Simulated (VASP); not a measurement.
Output of a VASP run:

**OUTCAR**
```
 ion  position               nearest neighbor table
   1  0.250  0.250  0.250-   3 2.65   3 2.65   3 2.65   3 2.65   2 3.06   2 3.06   2 3.06   2 3.06
                             2 3.06   2 3.06
   2  0.750  0.750  0.750-   3 2.65   3 2.65   3 2.65   3 2.65   1 3.06   1 3.06   1 3.06   1 3.06
                             1 3.06   1 3.06
   3  0.000  0.000  0.000-   2 2.65   2 2.65   2 2.65   1 2.65   2 2.65   1 2.65   1 2.65   1 2.65
  LATTYP: Found a face centered cubic cell.
 ALAT       =     6.1200000000
 Subroutine PRICEL returns:
 Original cell was already a primitive cell.
 Subroutine GETGRP returns: Found 48 space group operations
The static configuration has the point symmetry O_h .
The dynamic configuration has the point symmetry O_h .
 Subroutine INISYM returns: Found 48 space group operations
 Subroutine IBZKPT returns following result:
 Found     20 irreducible k-points:

 Following reciprocal coordinates:
            Coordinates               Weight
  0.000000  0.000000  0.000000      1.000000
  0.142857  0.000000  0.000000      8.000000
  0.285714  0.000000  0.000000      8.000000
  0.428571  0.000000  0.000000      8.000000
  0.142857  0.142857  0.000000      6.000000
  0.285714  0.142857  0.000000     24.000000
  0.428571  0.142857  0.000000     24.000000
 -0.428571  0.142857  0.000000     24.000000
 -0.285714  0.142857  0.000000     24.000000
 -0.142857  0.142857  0.000000     12.000000
  0.285714  0.285714  0.000000      6.000000
  0.428571  0.285714  0.000000     24.000000
 -0.428571  0.285714  0.000000     24.000000
 -0.285714  0.285714  0.000000     12.000000
  0.428571  0.428571  0.000000      6.000000
 -0.428571  0.428571  0.000000     12.000000
  0.428571  0.285714  0.142857     24.000000
 -0.428571  0.285714  0.142857     48.000000
 -0.428571  0.428571  0.142857     24.000000
 -0.285714  0.428571  0.142857     24.000000
   k-points           NKPTS =     20   k-points in BZ     NKDIM =     20   number of bands    NBANDS=     12
   number of dos      NEDOS =    301   number of ions     NIONS =      3
   total plane-waves  NPLWV =  21952
   dimension x,y,z NGX =    28 NGY =   28 NGZ =   28
   dimension x,y,z NGXF=    56 NGYF=   56 NGZF=   56
   ions per type =               2   1
   PREC   = accura    normal or accurate (medium, high low for compatibility)
   ISTART =      0    job   : 0-new  1-cont  2-samecut
   ICHARG =      2    charge: 1-file 2-atom 10-const
   ISPIN  =      1    spin polarized calculation?
   LNONCOLLINEAR =      F non collinear calculations
   LSORBIT =      F    spin-orbit coupling
   INIWAV =      1    electr: 0-lowe 1-rand  2-diag
   ENCUT  =  400.0 eV  29.40 Ry    5.42 a.u.   7.06  7.06  7.06*2*pi/ulx,y,z
   NELM   =    100;   NELMIN=  2; NELMDL= -5     # of ELM steps
   EDIFF  = 0.1E-05   stopping-criterion for ELM
   LREAL  =      F    real-space projection
   NLSPLINE    = F    spline interpolate recip. space projectors
   LMAXMIX     =    6 max onsite mixed and CHGCAR
   VOSKOWN=      0    Vosko Wilk Nusair interpolation
   EDIFFG = 0.1E-04   stopping-criterion for IOM
   NSW    =      0    number of steps for IOM
   NBLOCK =      1;   KBLOCK =      1    inner block; outer block
   IBRION =     -1    ionic relax: 0-MD 1-quasi-New 2-CG
   NFREE  =      0    steps in history (QN), initial steepest desc. (CG)
   ISIF   =      2    stress and relaxation
   ISYM   =      2    0-nonsym 1-usesym 2-fastsym
   TEIN   =    0.0    initial temperature
   TEBEG  =    0.0;   TEEND  =   0.0 temperature during run
   SMASS  =  -3.00    Nose mass-parameter (am)
   PSTRESS=    0.0 pullay stress
   NELECT =      17.0000    total number of electrons
   EFERMI =   0.00;   METHOD = LEGACY
   ISMEAR =     1;   SIGMA  =   0.10  broadening in eV -4-tet -1-fermi 0-gaus
   IALGO  =     38    algorithm
   LDIAG  =      T    sub-space diagonalisation (order eigenvalues)
   IMIX   =      4    mixing-type and parameters
     AMIX     =   0.40;   BMIX     =  1.00
     AMIX_MAG =   1.60;   BMIX_MAG =  1.00
     AMIN     =   0.10
   GGA     = PE    functional components
...
```

File OSZICAR:
```
       N       E                     dE             d eps       ncg     rms          rms(c)
DAV:   1     0.477005662879E+02    0.47701E+02   -0.60501E+03   488   0.939E+02
DAV:   2    -0.116227048777E+02   -0.59323E+02   -0.55239E+02   580   0.177E+02
DAV:   3    -0.131759529981E+02   -0.15532E+01   -0.15443E+01   612   0.286E+01
DAV:   4    -0.131881889210E+02   -0.12236E-01   -0.12234E-01   568   0.304E+00
DAV:   5    -0.131883866363E+02   -0.19772E-03   -0.19770E-03   608   0.397E-01    0.847E+00
DAV:   6    -0.120998358611E+02    0.10886E+01   -0.62906E+00   548   0.278E+01    0.405E+00
DAV:   7    -0.120263497100E+02    0.73486E-01   -0.29931E-01   516   0.633E+00    0.182E+00
DAV:   8    -0.120003764941E+02    0.25973E-01   -0.30341E-02   544   0.131E+00    0.402E-01
DAV:   9    -0.119992533292E+02    0.11232E-02   -0.41138E-03   576   0.760E-01    0.188E-01
DAV:  10    -0.119994065180E+02   -0.15319E-03   -0.26736E-04   516   0.128E-01    0.344E-02
DAV:  11    -0.119994031730E+02    0.33450E-05   -0.76169E-06   600   0.233E-02    0.139E-02
DAV:  12    -0.119994052747E+02   -0.21017E-05   -0.54712E-06   520   0.162E-02    0.360E-03
DAV:  13    -0.119994053184E+02   -0.43690E-07   -0.15078E-07   308   0.368E-03
   1 F= -.11999405E+02 E0= -.11999323E+02  d E =-.247634E-03
```

**OUTCAR**
```
------------------------ aborting loop because EDIFF is reached ----------------------------------------
  FORCE on cell =-STRESS in cart. coord.  units (eV):
  Direction    XX          YY          ZZ          XY          YZ          ZX
  --------------------------------------------------------------------------------------
  Total       -1.1329208     -1.1329208     -1.1329208      0.0000000      0.0000000     -0.0000000
  in kB      -31.6749428    -31.6749428    -31.6749428      0.0000000      0.0000000     -0.0000000
  external PRESSURE =     -31.6749428 kB  Pullay stress =       0.0000000 kB
  volume of cell :       57.31
      direct lattice vectors                 reciprocal lattice vectors
     0.000000000  3.060000000  3.060000000    -0.163398693  0.163398693  0.163398693
     3.060000000  0.000000000  3.060000000     0.163398693 -0.163398693  0.163398693
     3.060000000  3.060000000  0.000000000     0.163398693  0.163398693 -0.163398693
 POSITION                                       TOTAL-FORCE (eV/Angst)
 -----------------------------------------------------------------------------------
      1.53000      1.53000      1.53000         0.000000      0.000000      0.000000
      4.59000      4.59000      4.59000        -0.000000     -0.000000     -0.000000
      0.00000      0.00000      0.00000        -0.000000      0.000000     -0.000000
 -----------------------------------------------------------------------------------
    total drift:                               -0.000000     -0.000000      0.000000
  FREE ENERGIE OF THE ION-ELECTRON SYSTEM (eV)
  ---------------------------------------------------
  free  energy   TOTEN  =       -11.9994053184 eV

  energy  without entropy=      -11.9991576844  energy(sigma->0) =      -11.99932277
```
(Selected blocks of OUTCAR.)

File POSCAR:
```
AuAl2
1
    0.0000000000     3.0600000000     3.0600000000
    3.0600000000     0.0000000000     3.0600000000
    3.0600000000     3.0600000000     0.0000000000
Al Au
2 1
Direct
  0.2500000000   0.2500000000   0.2500000000
  0.7500000000   0.7500000000   0.7500000000
  0.0000000000   0.0000000000   0.0000000000
```

**Question.** Reconstruct the remaining input files.

**Answer.** Several could match; the one computed here: the input of the run itself, PBE GGA, plane waves, VASP's PBE PAW potentials (set 64).

**INCAR**
```
ALGO=Normal
EDIFF=1E-6
ENCUT=400
GGA=PE
ISIF=2
ISMEAR=1
LASPH=.TRUE.
LCHARG=.FALSE.
LMAXMIX=6
LREAL=.FALSE.
LWAVE=.FALSE.
NELM=100
PREC=Accurate
SIGMA=0.1
SYSTEM=AuAl2
```

KPOINTS:
```
Automatic mesh
0
Gamma
7 7 7
0 0 0
```

POTCAR, in this order: Al Au (PBE.64 set). Program: vasp_std.

The compound is AuAl2 in the fluorite structure. The cell was not relaxed at this level. The electron count is odd and the run is not spin-polarised, which forces a metal.
